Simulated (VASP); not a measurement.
Energy against volume of KMgF3 (cubic perovskite). Calculation: r2SCAN meta-GGA, VASP's PBE PAW potentials (set 64) (plane waves; VASP). Settings: 520 eV cut-off, 6×6×6 Γ-centred mesh, Gaussian smearing of 0.050 eV, potentials K_sv Mg F.

```
V (Å³/atom)  E (eV/atom)
-----------  -----------
12.166          -7.47971
12.543          -7.48314
12.919          -7.48092
13.295          -7.47387
```

Question: Fit these four points and predict the energy of the run at 11.790 Å³/atom.

Answer: A cubic in V^(−2/3), the third-order Birch-Murnaghan form, passes through the four points with V0 = 12.57 Å³/atom and B0 = 79 GPa, and gives -7.4697 eV/atom there. The run gave -7.4695 eV/atom, +0.2 meV/atom from the fit; all five points give B0 = 80 GPa.

The compound is KMgF3 in the cubic perovskite structure. It was relaxed first.
